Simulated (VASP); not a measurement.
All values below come from AM05 GGA, VASP's PBE PAW potentials (set 64) (plane waves; VASP).

The input files of a VASP run:

File KPOINTS:
```
K-points
0
Gamma
  8 8 8
```

### INCAR
```
LWAVE  =  F
ISMEAR  =  0   # Gaussian
EDIFF  =  1E-7   # SCF stop (eV)
NELM  =  100   # most electronic steps
ENCUT  =  520
LREAL  =  F
PREC  =  Accurate
GGA  =  AM
SIGMA  =  0.05
ALGO  =  Normal   # blocked Davidson
LCHARG  =  F
ISIF  =  2
LASPH  =  T   # aspherical one-centre terms
SYSTEM  =  GaP
LMAXMIX  =  4   # l cut-off of mixed one-centre charges
```

POSCAR:
```
GaP
1
    0.0000000000     2.7210927645     2.7210927645
    2.7210927645     0.0000000000     2.7210927645
    2.7210927645     2.7210927645     0.0000000000
Ga P
1 1
Direct
  0.0000000000   0.0000000000   0.0000000000
  0.2500000000   0.2500000000   0.2500000000
```

POTCAR, in this order: Ga_d P (PBE.64 set). Program: vasp_std.

The resulting files:

File OUTCAR:
```
 ion  position               nearest neighbor table
   1  0.000  0.000  0.000-   2 2.36   2 2.36   2 2.36   2 2.36
   2  0.250  0.250  0.250-   1 2.36   1 2.36   1 2.36   1 2.36
  LATTYP: Found a face centered cubic cell.
 ALAT       =     5.4421855290
 Subroutine PRICEL returns:
 Original cell was already a primitive cell.
 Subroutine GETGRP returns: Found 24 space group operations
The static configuration has the point symmetry T_d .
The dynamic configuration has the point symmetry T_d .
 Subroutine INISYM returns: Found 24 space group operations
 Subroutine IBZKPT returns following result:
 Found     29 irreducible k-points:

 Following reciprocal coordinates:
            Coordinates               Weight
  0.000000  0.000000  0.000000      1.000000
  0.125000  0.000000  0.000000      8.000000
  0.250000  0.000000  0.000000      8.000000
  0.375000  0.000000  0.000000      8.000000
  0.500000  0.000000  0.000000      4.000000
  0.125000  0.125000  0.000000      6.000000
  0.250000  0.125000  0.000000     24.000000
  0.375000  0.125000  0.000000     24.000000
  0.500000  0.125000  0.000000     24.000000
 -0.375000  0.125000  0.000000     24.000000
 -0.250000  0.125000  0.000000     24.000000
 -0.125000  0.125000  0.000000     12.000000
  0.250000  0.250000  0.000000      6.000000
  0.375000  0.250000  0.000000     24.000000
  0.500000  0.250000  0.000000     24.000000
 -0.375000  0.250000  0.000000     24.000000
 -0.250000  0.250000  0.000000     12.000000
  0.375000  0.375000  0.000000      6.000000
  0.500000  0.375000  0.000000     24.000000
 -0.375000  0.375000  0.000000     12.000000
  0.500000  0.500000  0.000000      3.000000
  0.375000  0.250000  0.125000     24.000000
  0.500000  0.250000  0.125000     48.000000
 -0.375000  0.250000  0.125000     24.000000
...
```

File OSZICAR:
```
       N       E                     dE             d eps       ncg     rms          rms(c)
DAV:   1     0.760599303338E+02    0.76060E+02   -0.95209E+03   762   0.199E+03
DAV:   2    -0.403978141896E+01   -0.80100E+02   -0.77179E+02   819   0.316E+02
DAV:   3    -0.961222487483E+01   -0.55724E+01   -0.55420E+01   939   0.728E+01
DAV:   4    -0.971556811299E+01   -0.10334E+00   -0.10328E+00   907   0.108E+01
DAV:   5    -0.971819830117E+01   -0.26302E-02   -0.26300E-02   932   0.139E+00    0.434E+00
DAV:   6    -0.948722853731E+01    0.23097E+00   -0.41224E-01  1185   0.133E+01    0.276E+00
DAV:   7    -0.945343433846E+01    0.33794E-01   -0.10353E-01   981   0.272E+00    0.100E+00
DAV:   8    -0.945306446678E+01    0.36987E-03   -0.15245E-02   889   0.173E+00    0.170E-01
DAV:   9    -0.945364523466E+01   -0.58077E-03   -0.14593E-03  1054   0.596E-01    0.764E-02
DAV:  10    -0.945373319539E+01   -0.87961E-04   -0.11682E-04   882   0.110E-01    0.316E-02
DAV:  11    -0.945382714215E+01   -0.93947E-04   -0.15246E-04   814   0.110E-01    0.494E-03
DAV:  12    -0.945382711227E+01    0.29879E-07   -0.41504E-06   947   0.288E-02    0.436E-03
DAV:  13    -0.945382767553E+01   -0.56326E-06   -0.15159E-06   857   0.101E-02    0.211E-03
DAV:  14    -0.945382761598E+01    0.59549E-07   -0.56189E-08   662   0.310E-03
   1 F= -.94538276E+01 E0= -.94538276E+01  d E =-.908022E-16
```

**OUTCAR**
```
------------------------ aborting loop because EDIFF is reached ----------------------------------------
  FORCE on cell =-STRESS in cart. coord.  units (eV):
  Direction    XX          YY          ZZ          XY          YZ          ZX
  --------------------------------------------------------------------------------------
  Total       -0.0000829     -0.0000829     -0.0000829      0.0000000      0.0000000     -0.0000000
  in kB       -0.0032952     -0.0032952     -0.0032952      0.0000000      0.0000000     -0.0000000
  external PRESSURE =      -0.0032952 kB  Pullay stress =       0.0000000 kB
  volume of cell :       40.30
      direct lattice vectors                 reciprocal lattice vectors
     0.000000000  2.721092764  2.721092764    -0.183749708  0.183749708  0.183749708
     2.721092764  0.000000000  2.721092764     0.183749708 -0.183749708  0.183749708
     2.721092764  2.721092764  0.000000000     0.183749708  0.183749708 -0.183749708
  FREE ENERGIE OF THE ION-ELECTRON SYSTEM (eV)
  ---------------------------------------------------
  free  energy   TOTEN  =        -9.4538276160 eV

  energy  without entropy=       -9.4538276160  energy(sigma->0) =       -9.45382762
```
(Selected blocks of OUTCAR.)

The compound is GaP in the zinc blende structure. It was relaxed first.
